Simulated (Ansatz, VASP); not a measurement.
# LiP2 in VASP and in Ansatz

```
CELL_PARAMETERS angstrom
3.11742 0.00000 0.00000
-1.55871 2.69976 0.00000
0.00000 0.00000 11.67747
ATOMIC_POSITIONS crystal
Li 0.00000 0.00000 0.71411
Li 0.00000 0.00000 0.28589
P 0.66667 0.33333 0.55812
P 0.00000 0.00000 0.91407
P 0.33333 0.66667 0.44188
P 0.00000 0.00000 0.08593
```

Alike in both runs: task relaxation of cell and atoms; functional PBE; dispersion D3(BJ); k mesh 15 × 15 × 4; occupations gaussian, width 0.1 eV; no spin polarisation.

```csv
,VASP,Ansatz
version,VASP 6.6.1,Ansatz 0.2.0
potentials or method,"VASP PAW PBE potentials, release 64 (Li_sv, P)","scalar-relativistic, plane waves, PAW"
plane-wave cutoff (eV),600,420
valence electrons in the cell,26,26
```

|  | VASP | Ansatz | Ansatz less VASP |
| --- | --- | --- | --- |
| gap on the k mesh at the Fermi level, each at its own relaxed structure (eV) | none | none | - |
| relaxed volume (Å³/atom) | 16.21 | 16.25 | +0.043 |
| relaxed cell length with the largest relative difference (Å) | 3.103 | 3.107 | +0.0035 |

A gap of «none» marks a metal or a gap that the smearing closes.

Caveats: the cutoff is under 1.25 times the usual one of these potentials, so pressure, stress and relaxed cells hold a basis-set (Pulay) error (VASP); pairwise dispersion overbinds metals, which lowers pressure and volume.
